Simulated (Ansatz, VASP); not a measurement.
**W (W(100)): VASP beside Ansatz**

One calculation is typed for both programs; each brings its own data sets. How far apart do they land? Of the first pair: The cell is taken from a series of runs on this material, whose earlier steps may have relaxed, scaled, displaced or heated it; both programs get it as it stands.

Main program and level: Ansatz 0.2.0; plane waves, with VASP 6.6.1 beside it; single point at PBE.

### Step 1. The starting structure

The cell holds 9 atoms: 9 W. Cell: a = 3.160 Å, b = 3.160 Å, c = 28.640 Å, α = 90.0°, β = 90.0°, γ = 90.0°. Vacuum lies along c.

### Step 2. Ansatz: single point, PBE, pair 1

Ansatz runs on its default PAW (the set named soft_2) files.

A single point gives forces, pressure and levels at one fixed geometry, so differences don't come from the geometry; what else differs is listed under the comparison.

input.yaml

```yaml
crystal:
  lattice:
    - [3.16, 0.0, 0.0]
    - [0.0, 3.16, 0.0]
    - [0.0, 0.0, 28.64]
  atoms:
    - { symbol: W, position: [0.0, 0.0, 0.2793296089] }
    - { symbol: W, position: [0.5, 0.5, 0.3344972067] }
    - { symbol: W, position: [0.0, 0.0, 0.3896648045] }
    - { symbol: W, position: [0.5, 0.5, 0.4448324022] }
    - { symbol: W, position: [0.0, 0.0, 0.5006299222] }
    - { symbol: W, position: [0.5, 0.5, 0.5566293027] }
    - { symbol: W, position: [0.0, 0.0, 0.6119298452] }
    - { symbol: W, position: [0.5, 0.5, 0.6692154635] }
    - { symbol: W, position: [0.0, 0.0, 0.7189690886] }
kpoints:
  mp_grid: { grid: [10, 10, 1] }
hamiltonian:
  xc: pbe
scf:
  occupations: { method: fermi_dirac, width: 0.1 }
efield:
  axis: 3
  dipole_correction: true
  ramp_width: 0.05
output:
  forces: true
  write_potential: true
  write_density: true
  volumetric_format: npy
  elf: true
```

Run with:

```sh
ansatz run input.yaml --threads 4 --pin off --max-ram 8192MiB --backend cpu --events-out ev --progress --plain --runs-dir out
```

Numbers of over 12 decimals in the logs are rounded to 6 here.

Log:

```text
Engine: ansatz 0.2.0, x86_64-unknown-linux-gnu
Pseudopotentials: kind: paw
Pseudopotential: W, paw, valence charge 14, recommended cutoff 420 eV (normal), W.paw.azcp
Functional definition: PBE
  parameter kappa = 0.804
  parameter beta = 0.066725
  exchange = pbe_x(kappa = kappa, mu = beta*pi^2/3)
  correlation = pbe_c(beta = beta)
Crystal: 9 atoms, lattice volume = 285.988 Å³
Basis set: ecut = 420 eV, 5631 PW (Γ), exchange–correlation on 48×48×384 points (8 copies of the dense FFT grid, shifted against one another)
Bands: 76, of which v1, the nominal top of the filled ones, is band 63 counted from 1 (62 counted from 0)
Symmetry: 8 space group operations
Space group: P4mm (ITA 99), of the structure as read, at distance tolerance 6.6e-5 Å
k-points: 21 of 100
Non-local potential: W, projectors of the file, l = 0: 3, l = 1: 2, l = 2: 2, l = 3: 1
PAW form: soft (Blöchl's): semilocal exchange-correlation on the pseudo side does not see the compensation charge
PAW one-centre angular grid: W, 590 points (default); XC on 64 Gauss nodes
Initial density: superposition of atomic densities (neutral atoms: chi_scale 0, normalization atom), corrected by the library's trained network
Initial wavefunctions: pseudopotential atomic-orbital guess
Functional: x = pbe(κ = 0.804, μ = 0.219515), c = pbe(β = 0.066725)
SCF iter   1: F=—  HF=-93458.385802 eV  |F-HF|=—  |Δ(HF+E_count)|=         —  Δρ=6.10e-3  dr2=5.20e-1  ethr=1.77e-3  p=0.001 e·Å  D=7.54e-4 V/Å  ΔV_dip=-0.02 eV  dr2_dipole=5.26e-2  V_vac-E_F(+/−)=4.27/4.29 eV  ⟨swp⟩=8.1  Hψ=7336  notcnv=0
efield: sawtooth ramp at fractional position 0.9741 (placed from the atoms, in the widest stretch of the axis that holds none; the zero of the levels goes with the place), width 0.0500; the density the first Hamiltonian is built on has a dipole p = 0.001 e·Å; the dipole correction subtracts the counter field D = 7.54e-4 V/Å, which shifts the + side's vacuum level by -0.02 eV against the − side's; the planar-averaged density in the ramp window peaks in size at 4.5e-5 e/Å³
preconditioner: auto → LDOS  [metal: Δε(μ)=0.025 eV  Ē_g=4.701 eV  σ=0.100 eV  W_gap=0.06  n_scr=64 (ndim 8)  ℏωp=16.1 eV  f_vac=0.438  D(μ)=7.28/eV (n_scr^D=46)  β→1.0]
SCF iter   2: F=—  HF=-93458.370129 eV  |F-HF|=—  |Δ(HF+E_count)|=   1.57e-2  Δρ=4.51e-3  dr2=1.66e-1  ethr=4.13e-4  p=0.004 e·Å  D=2.72e-3 V/Å  ΔV_dip=-0.08 eV  dr2_dipole=1.80e-5  V_vac-E_F(+/−)=4.14/4.22 eV  ⟨swp⟩=2.3  Hψ=2600  notcnv=0  defer=2
SCF iter   3: F=—  HF=-93458.357040 eV  |F-HF|=—  |Δ(HF+E_count)|=   1.31e-2  Δρ=1.81e-3  dr2=2.14e-2  ethr=1.32e-4  p=0.004 e·Å  D=2.69e-3 V/Å  ΔV_dip=-0.08 eV  dr2_dipole=1.99e-4  V_vac-E_F(+/−)=4.16/4.23 eV  ⟨swp⟩=2.2  Hψ=2473  notcnv=0  defer=2
SCF iter   4: F=—  HF=-93458.354990 eV  |F-HF|=—  |Δ(HF+E_count)|=   2.05e-3  Δρ=4.11e-4  dr2=5.35e-4  ethr=1.69e-5  p=0.005 e·Å  D=2.87e-3 V/Å  ΔV_dip=-0.08 eV  dr2_dipole=8.39e-6  V_vac-E_F(+/−)=4.14/4.23 eV  ⟨swp⟩=2.6  Hψ=2192  notcnv=0  defer=2
SCF iter   5: F=—  HF=-93458.355305 eV  |F-HF|=—  |Δ(HF+E_count)|=   3.15e-4  Δρ=1.96e-4  dr2=1.61e-4  ethr=4.24e-7  p=0.005 e·Å  D=2.99e-3 V/Å  ΔV_dip=-0.09 eV  dr2_dipole=1.53e-6  V_vac-E_F(+/−)=4.14/4.22 eV  ⟨swp⟩=3.0  Hψ=2563  notcnv=0  defer=2
SCF iter   6: F=—  HF=-93458.355359 eV  |F-HF|=—  |Δ(HF+E_count)|=   5.37e-5  Δρ=7.01e-5  dr2=2.17e-5  ethr=1.28e-7  p=0.005 e·Å  D=3.01e-3 V/Å  ΔV_dip=-0.09 eV  dr2_dipole=9.78e-7  V_vac-E_F(+/−)=4.13/4.22 eV  ⟨swp⟩=2.1  Hψ=2167  notcnv=0  defer=2
SCF iter   7: F=—  HF=-93458.355760 eV  |F-HF|=—  |Δ(HF+E_count)|=   4.02e-4  Δρ=1.95e-5  dr2=1.60e-6  ethr=1.72e-8  p=0.005 e·Å  D=3.01e-3 V/Å  ΔV_dip=-0.09 eV  dr2_dipole=9.56e-8  V_vac-E_F(+/−)=4.14/4.22 eV  ⟨swp⟩=2.3  Hψ=2205  notcnv=0  defer=2
SCF iter   8: F=—  HF=-93458.355762 eV  |F-HF|=—  |Δ(HF+E_count)|=   1.61e-6  Δρ=6.76e-6  dr2=3.03e-7  ethr=1.27e-9  p=0.005 e·Å  D=3.00e-3 V/Å  ΔV_dip=-0.09 eV  dr2_dipole=7.00e-14  V_vac-E_F(+/−)=4.14/4.22 eV  ⟨swp⟩=3.4  Hψ=3047  notcnv=0  defer=2
SCF iter   9: F=-93458.355762 eV  HF=-93458.355762 eV  |F-HF|=2.03e-8  |Δ(HF+E_count)|=   2.33e-7  Δρ=2.01e-6  dr2=2.56e-8  ethr=7.94e-11  p=0.005 e·Å  D=3.00e-3 V/Å  ΔV_dip=-0.09 eV  dr2_dipole=1.24e-9  V_vac-E_F(+/−)=4.14/4.22 eV  ⟨swp⟩=16.5  Hψ=13473  notcnv=0
SCF 1 converged in 9 iterations: F = -93458.355762 eV  dr2 = 2.56e-8
  greatest PAW one-centre occupation: 1.000 electrons in one spin orbital (limit 2), on the W atom at site 0 (counted from 0), in its partial waves of l = 0
WARN: The output density's exchange-correlation potential varies sharply where the density is thin. Do not read a vacuum level from v_tot or v_xc, or from such a field of the output density. On a cell that repeats whose density bears no net charge and no dipole along the vacuum's axis use v_es (v_loc + v_h of the components); under efield.dipole_correction with no amplitude use v_es + v_field, which holds any externa [...]
SCF converged after 9 iterations
Free energy (F): -93458.355762 eV
Harris-Foulkes:  -93458.355762 eV  (|F-HF|=2.03e-8)
Internal energy: -93458.108193 eV  (E = F + TS)
E sigma→0 (E₀):  -93458.231978 eV
Entropy (-TS):   -0.247569 eV (-27.508 meV/atom)
Fermi energy:    9.210213 eV
Dipole field:    D = 0.002964 V/Å  (p = 0.004684 e·Å, saw-weighted, corrected)
Work function:   Φ+ = 4.1375 eV   Φ− = 4.2224 eV
Levels:          The Fermi level and band energies are counted from a zero that moves with the ramp; work functions are not
--- Per-component energies (eV) ---
  E_band       = -2392.245878
  E_kinetic    = 4040.867087
  E_local      = -179134.456959  (includes V_loc(G=0)·N_el)
  E_nonlocal   = 9.568614
  E_hartree    = 87978.695736
  E_xc         = -2395.983196
  E_vxc        = -2140.581164  (∫ρ·V_xc dr)
  E_paw        = -77062.843496  (= ΣΔE_a)
  E_vpaw       = -1125.034824  (= ΣTr[D̂ρ^β])
  E_aug_tail   = -0.000522  (compensation charges beyond the density's cutoff)
  E_efield     = 0.000007  (sawtooth field / dipole correction)
  E_vefield    = -0.015855  (∫n·V_field dr)
  E_ewald      = 73106.044535
  E_smearing   = -0.247569  (= −TS)
  E_closure    = 0.000000  (closes the sum)
  Σ components = -93458.355762   (vs F -93458.355762, Δ=0.00e0)
--- Forces (eV/Å), atoms counted from 1 ---
  atom   1  W      0.00000000     0.00000000     1.36008456
  atom   2  W     -0.00000000     0.00000000    -1.70149007
  atom   3  W     -0.00000000     0.00000000    -0.00014336
  atom   4  W     -0.00000000     0.00000000     0.34683387
  atom   5  W     -0.00000000     0.00000000    -0.00506374
  atom   6  W     -0.00000000     0.00000000    -0.00541768
  atom   7  W     -0.00000000     0.00000000     0.00040049
  atom   8  W     -0.00000000     0.00000000     0.00722285
  atom   9  W      0.00000000     0.00000000    -0.00239498
  max |Σ_I F_I| component: 3.20e-5 eV/Å
--- Band table (eV; the first three rows and the last of 21) ---
  k-point 0: bands = [... 59 lower, 8.6696, 8.6696, 8.9425, 8.9775, 9.1084, 9.1634, 9.1634, 9.3370, ... 9 higher]
  k-point 1: bands = [... 59 lower, 8.6269, 8.7061, 8.9626, 9.0796, 9.1085, 9.2519, 9.5817, 9.6526, ... 9 higher]
  k-point 2: bands = [... 59 lower, 8.4009, 8.5112, 9.0002, 9.0628, 9.5679, 9.7109, 9.8429, 9.9541, ... 9 higher]
  k-point 20: bands = [... 59 lower, 9.3412, 9.3412, 11.1488, 11.1726, 11.3143, 11.3143, 11.4203, 11.4203, ... 9 higher]
```

### Step 3. VASP: single point, PBE, pair 1

The same cell, functional, mesh and smearing now go to VASP, with its own data sets.

Lines of VASP's logs that name or quote its potential files are left out, and so is its time.

INCAR

```
SYSTEM = W
PREC = Accurate
ENCUT = 520
EDIFF = 1E-06
NELM = 120
ISMEAR = -1
SIGMA = 0.1
LREAL = .FALSE.
ALGO = Normal
GGA = PE
NBANDS = 36
LASPH = .TRUE.
LORBIT = 11
LWAVE = .FALSE.
LCHARG = .FALSE.
ISIF = 2
LDIPOL = .TRUE.
IDIPOL = 3
DIPOL = 0.5 0.5 0.501
LVHAR = .TRUE.
GGA_COMPAT = .FALSE.
NELMDL = -8
KPAR = 2
```

POSCAR

```
W
1.0
    3.1600000000      0.0000000000      0.0000000000
    0.0000000000      3.1600000000      0.0000000000
    0.0000000000      0.0000000000     28.6400000000
W
9
Direct
    0.0000000000      0.0000000000      0.2793296089
    0.5000000000      0.5000000000      0.3344972067
    0.0000000000      0.0000000000      0.3896648045
    0.5000000000      0.5000000000      0.4448324022
    0.0000000000      0.0000000000      0.5006299222
    0.5000000000      0.5000000000      0.5566293027
    0.0000000000      0.0000000000      0.6119298452
    0.5000000000      0.5000000000      0.6692154635
    0.0000000000      0.0000000000      0.7189690886
```

KPOINTS

```
Automatic mesh
0
Gamma
10 10 1
0 0 0
```

PAW data sets: W (PBE family, release 64).

Run with:

```sh
mpirun -np 2 vasp_std
```

Log:

```text
[banner, memory and clock lines left out]
running    2 mpi-ranks, on    1 nodes
 distrk:  each k-point on    1 cores,    2 groups
 distr:  one band on    1 cores,    1 groups

 POSCAR found type information on POSCAR W
 POSCAR found :  1 types and       9 ions
 LDA part: xc-table for (Slater+PW92), standard interpolation
 POSCAR, INCAR and KPOINTS ok, starting setup
 FFT: planning ... GRIDC
 FFT: planning ... GRID_SOFT
 FFT: planning ... GRID
 WAVECAR not read
 entering main loop
       N       E                     dE             d eps       ncg     rms          rms(c)
DAV:   1     0.263520245529E+03    0.26352E+03   -0.21647E+04  1512   0.124E+03
DAV:   2    -0.858929533067E+02   -0.34941E+03   -0.33045E+03  2044   0.289E+02
DAV:   3    -0.117819330333E+03   -0.31926E+02   -0.30556E+02  2052   0.757E+01
DAV:   4    -0.120036089228E+03   -0.22168E+01   -0.21249E+01  2424   0.171E+01
DAV:   5    -0.120136438293E+03   -0.10035E+00   -0.98328E-01  2408   0.337E+00
DAV:   6    -0.120142001164E+03   -0.55629E-02   -0.54638E-02  2528   0.592E-01
DAV:   7    -0.120142422839E+03   -0.42168E-03   -0.41554E-03  2440   0.129E-01
DAV:   8    -0.120142462955E+03   -0.40116E-04   -0.39561E-04  2408   0.281E-02    0.575E+01
DAV:   9    -0.149622350491E+03   -0.29480E+02   -0.27926E+02  2900   0.500E+01    0.368E+01
DAV:  10    -0.761727678244E+03   -0.61211E+03   -0.89920E+03  2896   0.239E+02    0.128E+02
DAV:  11    -0.469396040529E+03    0.29233E+03   -0.74928E+02  2144   0.141E+02    0.489E+01
DAV:  12    -0.166354720692E+03    0.30304E+03   -0.11213E+03  2668   0.657E+01    0.387E+01
DAV:  13    -0.148086871578E+03    0.18268E+02   -0.40988E+02  2504   0.878E+01    0.226E+01
DAV:  14    -0.124195598618E+03    0.23891E+02   -0.28691E+02  2580   0.505E+01    0.182E+01
[...]
DAV:  58    -0.112112036141E+03   -0.13661E-04   -0.28702E-05  2448   0.200E-02    0.263E-02
DAV:  59    -0.112112043992E+03   -0.78509E-05   -0.38437E-06  1728   0.809E-03    0.339E-02
DAV:  60    -0.112112047318E+03   -0.33262E-05   -0.46233E-06  1604   0.944E-03    0.200E-02
DAV:  61    -0.112112050439E+03   -0.31212E-05   -0.30028E-06  1428   0.497E-03    0.177E-02
DAV:  62    -0.112112053018E+03   -0.25786E-05   -0.12982E-06  1176   0.493E-03    0.120E-02
DAV:  63    -0.112112056341E+03   -0.33234E-05   -0.49708E-06  1680   0.694E-03    0.232E-03
DAV:  64    -0.112112057600E+03   -0.12588E-05   -0.60531E-07  1028   0.356E-03    0.501E-03
DAV:  65    -0.112112057824E+03   -0.22430E-06   -0.16037E-07   960   0.243E-03
   1 F= -.11211206E+03 E0= -.11198824E+03  d E =-.247628E+00
```

OUTCAR, selected parts (step 3):

```text
ion  position               nearest neighbor table
   1  0.000  0.000  0.279-   2 2.74   2 2.74   2 2.74   2 2.74   3 3.16
   2  0.500  0.500  0.334-   1 2.74   3 2.74   1 2.74   3 2.74   1 2.74   3 2.74   1 2.74   3 2.74
                             4 3.16
   3  0.000  0.000  0.390-   4 2.74   4 2.74   4 2.74   4 2.74   2 2.74   2 2.74   2 2.74   2 2.74
                             1 3.16   5 3.18
   4  0.500  0.500  0.445-   3 2.74   3 2.74   3 2.74   3 2.74   5 2.75   5 2.75   5 2.75   5 2.75
                             2 3.16   6 3.20
   5  0.000  0.000  0.501-   4 2.75   4 2.75   4 2.75   4 2.75   6 2.75   6 2.75   6 2.75   6 2.75
                             3 3.18   7 3.19
   6  0.500  0.500  0.557-   7 2.74   7 2.74   7 2.74   7 2.74   5 2.75   5 2.75   5 2.75   5 2.75
                             4 3.20   8 3.22
   7  0.000  0.000  0.612-   6 2.74   6 2.74   6 2.74   6 2.74   8 2.77   8 2.77   8 2.77   8 2.77
                             9 3.07   5 3.19
   8  0.500  0.500  0.669-   9 2.65   9 2.65   9 2.65   9 2.65   7 2.77   7 2.77   7 2.77   7 2.77
                             6 3.22
   9  0.000  0.000  0.719-   8 2.65   8 2.65   8 2.65   8 2.65   7 3.07

  LATTYP: Found a simple tetragonal cell.
 ALAT       =     3.1600000000
 C/A-ratio  =     9.0632911392

 Subroutine GETGRP returns: Found  8 space group operations
 (whereof  8 operations were pure point group operations)

The static configuration has the point symmetry C_4v.

 Found     21 irreducible k-points:

   k-points           NKPTS =     21   k-points in BZ     NKDIM =     21   number of bands    NBANDS=     36

   dimension x,y,z NGX =    24 NGY =   24 NGZ =  216
   dimension x,y,z NGXF=    48 NGYF=   48 NGZF=  432

   ENCUT  =  520.0 eV  38.22 Ry    6.18 a.u.   5.88  5.88 53.25*2*pi/ulx,y,z

   NELECT =      54.0000    total number of electrons

 k-points in reciprocal lattice and weights: Automatic mesh
   0.00000000  0.00000000  0.00000000       0.010
   0.10000000  0.00000000  0.00000000       0.040
   0.20000000  0.00000000  0.00000000       0.040
   0.30000000  0.00000000  0.00000000       0.040
   0.40000000  0.00000000  0.00000000       0.040
   0.50000000  0.00000000  0.00000000       0.020
   0.10000000  0.10000000  0.00000000       0.040
   0.20000000  0.10000000  0.00000000       0.080
   0.30000000  0.10000000  0.00000000       0.080
[...]
0.50000000  0.40000000  0.00000000       0.040
   0.50000000  0.50000000  0.00000000       0.010

 dipolmoment           0.000000      0.000000     -0.004789 electrons x Angstroem

 average (electrostatic) potential at core
       1 -43.8098       2 -43.7315       3 -43.8763       4 -43.7902       5 -43.9358
       6 -43.7760       7 -43.8809       8 -43.6335       9 -43.5955

 E-fermi :   1.8097

 k-point     1 :       0.0000    0.0000    0.0000
  band No.  band energies     occupation
    ...
     26       1.5342      1.88030
     27       1.5679      1.83637
     28       1.7050      1.48020
     29       1.7589      1.24842
     30       1.7589      1.24842
     31       1.9498      0.39503
     32       2.5027      0.00195
     33       2.5618      0.00108
     34       2.5618      0.00108
     35       3.1066      0.00000
    ...

 k-point     2 :       0.1000    0.0000    0.0000
  band No.  band energies     occupation
    ...
     25       1.2997      1.98787
     26       1.5629      1.84364
     27       1.6758      1.58455
     28       1.7071      1.47205
     29       1.8466      0.81731
     30       2.1780      0.04903
     31       2.2560      0.02279
     32       2.4499      0.00331
     33       2.7215      0.00022
     34       2.7580      0.00015
    ...

 k-point     3 :       0.2000    0.0000    0.0000
  band No.  band energies     occupation
    ...
     23       0.8820      1.99981
     24       0.9988      1.99940
     25       1.1071      1.99822
     26       1.5967      1.78752
     27       1.6584      1.63882
     28       2.1683      0.05392
     29       2.3134      0.01289
     30       2.4479      0.00338
     31       2.5470      0.00125
     32       2.6745      0.00035
    ...

  Total       -4.8748504     -4.8748504     -3.9569062      0.0000000      0.0000000      0.0000000
  in kB      -27.3101882    -27.3101882    -22.1676249      0.0000000      0.0000000      0.0000000
  external PRESSURE =     -25.5960004 kB  Pullay stress =       0.0000000 kB

  energy-cutoff  :      520.00
  volume of cell :      285.99
      direct lattice vectors                 reciprocal lattice vectors
     3.160000000  0.000000000  0.000000000     0.316455696  0.000000000  0.000000000
     0.000000000  3.160000000  0.000000000     0.000000000  0.316455696  0.000000000
     0.000000000  0.000000000 28.640000000     0.000000000  0.000000000  0.034916201

 POSITION                                       TOTAL-FORCE (eV/Angst)
 -----------------------------------------------------------------------------------
      0.00000      0.00000      8.00000         0.000000     -0.000000      1.589601
      1.58000      1.58000      9.58000         0.000000     -0.000000     -1.720345
      0.00000      0.00000     11.16000         0.000000     -0.000000      0.008650
      1.58000      1.58000     12.74000         0.000000      0.000000      0.341873
      0.00000      0.00000     14.33804         0.000000      0.000000     -0.008269
      1.58000      1.58000     15.94186         0.000000     -0.000000      0.008803
      0.00000      0.00000     17.52567         0.000000     -0.000000     -0.049082
      1.58000      1.58000     19.16633         0.000000     -0.000000      0.124869
      0.00000      0.00000     20.59127         0.000000      0.000000     -0.296099
 -----------------------------------------------------------------------------------
    total drift:                                0.000000     -0.000000     -0.000752

  FREE ENERGIE OF THE ION-ELECTRON SYSTEM (eV)
  ---------------------------------------------------
  free  energy   TOTEN  =      -112.1120578245 eV

  energy  without entropy=     -111.8644299037  energy(sigma->0) =     -111.98824386

 vacuum level on the upper side and lower side of the slab         5.963         6.049

 total charge
# of ion       s       p       d       tot
------------------------------------------
    1        0.635   0.386   3.992   5.013
    2        0.685   0.689   4.160   5.534
    3        0.681   0.716   4.164   5.561
    4        0.676   0.717   4.171   5.564
    5        0.676   0.722   4.123   5.521
    6        0.673   0.714   4.160   5.548
    7        0.673   0.704   4.133   5.510
    8        0.704   0.699   4.226   5.629
    9        0.669   0.425   4.115   5.209
--------------------------------------------------
tot          6.073   5.772  37.244  49.089

[... 3 further parts left out ...]
```

### Step 4. Side by side

Known differences besides the potentials themselves: the data sets hold 126 valence electrons in Ansatz (on its default PAW (the set named soft_2) files) and 54 in VASP; the cutoff is 420 eV in Ansatz and 520 eV in VASP. Total energies have different zeros and are not compared.

The two programs side by side:

| quantity | Ansatz | VASP | difference |
| --- | --- | --- | --- |
| work function, lower of the two faces (eV) | 4.14 | 4.15 | -0.02 |
| work function, higher of the two faces (eV) | 4.22 | 4.24 | -0.02 |

Forces (eV/Å; atoms numbered as in POSCAR):

| atom | Ansatz x, y, z | VASP x, y, z |
| --- | --- | --- |
| W1 | 0.000, 0.000, 1.360 | 0.000, 0.000, 1.590 |
| W2 | 0.000, 0.000, -1.701 | 0.000, 0.000, -1.720 |
| W3 | 0.000, 0.000, 0.000 | 0.000, 0.000, 0.009 |
| W4 | 0.000, 0.000, 0.347 | 0.000, 0.000, 0.342 |
| W5 | 0.000, 0.000, -0.005 | 0.000, 0.000, -0.008 |
| W6 | 0.000, 0.000, -0.005 | 0.000, 0.000, 0.009 |
| W7 | 0.000, 0.000, 0.000 | 0.000, 0.000, -0.049 |
| W8 | 0.000, 0.000, 0.007 | 0.000, 0.000, 0.125 |
| W9 | 0.000, 0.000, -0.002 | 0.000, 0.000, -0.296 |

The forces differ by 76 meV/Å r.m.s., which is 16.5 % of the r.m.s. force of 0.460 eV/Å (both taken over all components). With vacuum in the cell, a pressure given here is an average over mostly empty space and none of the material.

### Step 5. Other set-ups

Further runs change the set-up of one program: Ansatz's method, potentials or start, or VASP's data sets, cutoff or form of LDA. The table gives Ansatz less VASP for each quantity, since a change that brings one quantity closer may part another.

| run | r.m.s. force difference (meV/Å) | work function, lower of the two faces (eV) | work function, higher of the two faces (eV) |
| --- | --- | --- | --- |
| as above | 76 | -0.016 | -0.017 |
| VASP with the data sets W_sv and a cutoff of 400 eV | 12 | 0.0030 | 9.2e-4 |

[end of part 1 of 2]

[Lines on the potential files, build, host, timing and source positions are cut from VASP's logs without a mark.]

[Logs are printed without paths, hosts, clocks, repeated set-up lines and the standing remarks that a program may print on its own settings, such as how far it seeks lower states.]

[Hosts, paths, dates, database ids (printed as entryN), source tags and the programs' standing remarks are cut or masked in the printed files.]
